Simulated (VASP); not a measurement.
A run of VASP 6.6.1:

File INCAR:

```
SYSTEM = Sc2B5F
  ALGO = Fast
  EDIFF = 1E-6
  ENCUT = 520
  GGA = PE
  ISIF = 2
  ISMEAR = 0
  LASPH = .TRUE.
  LCHARG = .FALSE.
  LREAL = .FALSE.
  LWAVE = .FALSE.
  NBANDS = 32
  NELM = 100
  PREC = Accurate
  SIGMA = 0.1
```

File KPOINTS:

```
k-points
0
G
  8 8 10
  0 0 0
```

Contents of POSCAR:

```
Sc2B5F
1.0
    5.1469363350      0.0000000000      0.0000000000
    0.0000000000      5.1469363350      0.0000000000
    0.0000000000      0.0000000000      3.5542764885
Sc B F
2 5 1
Direct
    0.0000000000      0.5000000000      0.5000000000
    0.5000000000      0.0000000000      0.5000000000
    0.0000000000      0.0000000000      0.5000000000
    0.6588063763      0.6588063763      0.0000000000
    0.3411936237      0.6588063763      0.0000000000
    0.3411936237      0.3411936237      0.0000000000
    0.6588063763      0.3411936237      0.0000000000
    0.0000000000      0.0000000000      0.0000000000
```

Potentials or basis: VASP PAW PBE potentials, release 64 (Sc_sv, B, F).

Launch:

```bash
$ cat potpaw_PBE.64/Sc_sv/POTCAR potpaw_PBE.64/B/POTCAR potpaw_PBE.64/F/POTCAR > POTCAR
$ mpirun -np 1 vasp_std > vasp.out
```

Hardware: 1 thread of Intel(R) Xeon(R) Platinum 8559C (Emerald Rapids), on a shared host.

Q: How long does it take, and how much memory?

A: Wall time 3.7 min on 1 thread of Intel(R) Xeon(R) Platinum 8559C (Emerald Rapids), on a shared host, peak memory 0.36 GiB. Counts: scf iterations 17, k points 90.
